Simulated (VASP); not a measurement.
Level of theory: PBE GGA, VASP's PBE PAW potentials (set 64) (plane waves; VASP).

A VASP calculation is set up with these files.

**KPOINTS**
```
k-points along high-symmetry lines
15
Line-mode
Reciprocal
  0.000000   0.000000   0.000000 ! GAMMA
  0.500000   0.000000   0.500000 ! X

  0.500000   0.000000   0.500000 ! X
  0.625000   0.250000   0.625000 ! U

  0.375000   0.375000   0.750000 ! K
  0.000000   0.000000   0.000000 ! GAMMA

  0.000000   0.000000   0.000000 ! GAMMA
  0.500000   0.500000   0.500000 ! L

  0.500000   0.500000   0.500000 ! L
  0.500000   0.250000   0.750000 ! W

  0.500000   0.250000   0.750000 ! W
  0.500000   0.000000   0.500000 ! X
```

INCAR:
```
! general
SYSTEM  =  KCl
PREC    =  Accurate
ENCUT   =  400
LREAL   =  .FALSE.
LASPH   =  .TRUE.
ICHARG  =  11

! electronic loop
EDIFF   =  1E-7
NELM    =  100
ALGO    =  Normal

! smearing
ISMEAR  =  0
SIGMA   =  0.05

! functional
GGA     =  PE

! output
LWAVE   =  .FALSE.
LCHARG  =  .FALSE.
LORBIT  =  11
```

### POSCAR
```
KCl
1
    0.0000000000     3.1919840152     3.1919840152
    3.1919840152     0.0000000000     3.1919840152
    3.1919840152     3.1919840152     0.0000000000
K Cl
1 1
Direct
  0.0000000000   0.0000000000   0.0000000000
  0.5000000000   0.5000000000   0.5000000000
```

POTCAR, in this order: K_sv Cl (PBE.64 set). Program: vasp_std. Read from the step before: CHGCAR.

The resulting files:

OSZICAR:
```
       N       E                     dE             d eps       ncg     rms          rms(c)
DAV:   1     0.891732023063E+02    0.89173E+02   -0.63332E+03  2160   0.968E+02
DAV:   2    -0.741369196852E+00   -0.89915E+02   -0.83474E+02  2788   0.248E+02
DAV:   3    -0.627147053631E+01   -0.55301E+01   -0.54958E+01  2800   0.567E+01
DAV:   4    -0.647579184448E+01   -0.20432E+00   -0.20413E+00  3668   0.101E+01
DAV:   5    -0.647768831626E+01   -0.18965E-02   -0.18964E-02  2788   0.931E-01
DAV:   6    -0.647773668584E+01   -0.48370E-04   -0.48369E-04  3320   0.119E-01
DAV:   7    -0.647773720488E+01   -0.51904E-06   -0.51900E-06  2968   0.145E-02
DAV:   8    -0.647773721543E+01   -0.10557E-07   -0.10603E-07  2516   0.191E-03
   1 F= -.64777372E+01 E0= -.64777372E+01  d E =-.734825E-20
```

**OUTCAR**
```
 val. band max:       -2.0067884972   @ k =   0.0000   0.0000   0.0000

 cond. band min:       3.0336390019   @ k =   0.0000   0.0000   0.0000



 k-point     1 :       0.0000    0.0000    0.0000
  band No.  band energies     occupation
      1     -29.3129      2.00000
      2     -14.0801      2.00000
      3     -12.7722      2.00000
      4     -12.7722      2.00000
      5     -12.7722      2.00000
      6      -2.0068      2.00000
      7      -2.0068      2.00000
      8      -2.0068      2.00000
      9       3.0336      0.00000
     10       6.3456      0.00000
     11       6.3456      0.00000
     12       6.3456      0.00000

 k-point     2 :       0.0357    0.0000    0.0357
  band No.  band energies     occupation
      1     -29.3128      2.00000
      2     -14.0833      2.00000
      3     -12.7727      2.00000
      4     -12.7727      2.00000
      5     -12.7673      2.00000
      6      -2.0310      2.00000
      7      -2.0103      2.00000
      8      -2.0103      2.00000
      9       3.0748      0.00000
     10       6.3071      0.00000
     11       6.3774      0.00000
     12       6.3774      0.00000

 k-point     3 :       0.0714    0.0000    0.0714
  band No.  band energies     occupation
      1     -29.3123      2.00000
      2     -14.0921      2.00000
      3     -12.7744      2.00000
      4     -12.7744      2.00000
      5     -12.7539      2.00000
      6      -2.0985      2.00000
      7      -2.0205      2.00000
      8      -2.0205      2.00000
      9       3.1933      0.00000
     10       6.1989      0.00000
     11       6.4721      0.00000
     12       6.4721      0.00000

 k-point     4 :       0.1071    0.0000    0.1071
  band No.  band energies     occupation
      1     -29.3116      2.00000
      2     -14.1041      2.00000
      3     -12.7772      2.00000
      4     -12.7772      2.00000
      5     -12.7355      2.00000
      6      -2.1964      2.00000
      7      -2.0366      2.00000
...
```

The density is held fixed in this step, so its total energy and stress have no physical meaning.

The compound is KCl in the rock salt structure. It was relaxed first.
